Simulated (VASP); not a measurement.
VASP runs on HgTe (zinc blende) share one base input (PBE GGA, plane waves, VASP's PBE PAW potentials (set 64)) and change the settings named in each case.

### KPOINTS
```
Automatic mesh
0
Gamma
6 6 6
0 0 0
```

### INCAR
```
! general
SYSTEM  = HgTe
PREC    = Accurate
ENCUT   = 400
LREAL   = .FALSE.
LASPH   = .TRUE.

! electronic loop
EDIFF   = 1E-6
NELM    = 100
ALGO    = Normal
LMAXMIX = 6

! smearing
ISMEAR  = 0
SIGMA   = 0.05

! functional
GGA     = PE

! ions
ISIF    = 2

! output
LWAVE   = .FALSE.
LCHARG  = .FALSE.
```

File POSCAR:
```
HgTe
1
    0.0000000000     3.2946000000     3.2946000000
    3.2946000000     0.0000000000     3.2946000000
    3.2946000000     3.2946000000     0.0000000000
Hg Te
1 1
Direct
  0.0000000000   0.0000000000   0.0000000000
  0.2500000000   0.2500000000   0.2500000000
```

POTCAR, in this order: Hg Te (PBE.64 set). Program: vasp_std.

```
change                                                                          E(σ→0) (eV/atom)  pressure (GPa)
------------------------------------------------------------------------------  ----------------  --------------
base run                                                                                 -1.8166            1.12
GGA = AM                                                                                 -1.9177           -0.74
GGA = PS                                                                                 -2.1779           -1.25
GGA removed, LMIXTAU = .TRUE., METAGGA = SCAN                                           -52.8378      (withheld)
AGGAC = 0.0, GGA = BO, LUSE_VDW = .TRUE., PARAM1 = 0.1833333333, PARAM2 = 0.22            0.5655      (withheld)
IVDW = 12                                                                                -2.1533           -0.66
```

### Question
Complete the blanks.

### Answer

- GGA removed, LMIXTAU = .TRUE., METAGGA = SCAN, pressure (GPa): -1.65
- AGGAC = 0.0, GGA = BO, LUSE_VDW = .TRUE., PARAM1 = 0.1833333333, PARAM2 = 0.22, pressure (GPa): 0.85

Energies of different potentials or functionals have different zeros. Unless said otherwise, spin-orbit coupling is left out, though it shifts the bands of the heavy elements here.

Left out are runs that ran out of time, are held back, or changed the cell or the kind of run, fixed moments of cells without a moment, rows past the twelfth, gaps on odd meshes, pressures of charged cells and columns that move by less than the noise.

The compound is HgTe in the zinc blende structure. The cell was not relaxed at this level.
